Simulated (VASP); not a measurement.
Consider the following.

```
HfO2
1.0
    0.00000     2.50506     2.46541
    2.49123     0.00000     2.46541
    2.49123     2.50506     0.00000
Hf O
1 2
Direct
  0.00000   0.00000   0.00000
  0.25000   0.25000   0.25000
  0.73936   0.76064   0.76064
```

Computed with PBE GGA, VASP's PBE PAW potentials (set 64) (plane waves; VASP). Settings: 520 eV cut-off, 8×8×8 Γ-centred mesh, Gaussian smearing of 0.050 eV, potentials Hf_pv O.

### Question
Which forces act on the atoms, in eV/Å?

### Answer

| atom | Fx | Fy | Fz |
|---|---|---|---|
| Hf1 | 0.215 | 0.000 | 0.000 |
| O2 | 0.496 | 0.000 | 0.000 |
| O3 | -0.711 | 0.000 | 0.000 |

### Question
Give the stress tensor in GPa (positive for a compressed cell).

### Answer

```
16.41   0.00   0.00
 0.00  13.35   2.83
 0.00   2.83  21.36
```
The pressure is its mean diagonal, 17.04 GPa.

The compound is HfO2 in the fluorite structure, the high-temperature cubic form, which is unstable at 0 K; the monoclinic form is the stable one. The cell was not relaxed at this level, atoms are displaced from their ideal sites. The run is one of a series of settings (KPOINTS 8×8×8 Γ-centred mesh against the base run), some of them coarse on purpose.
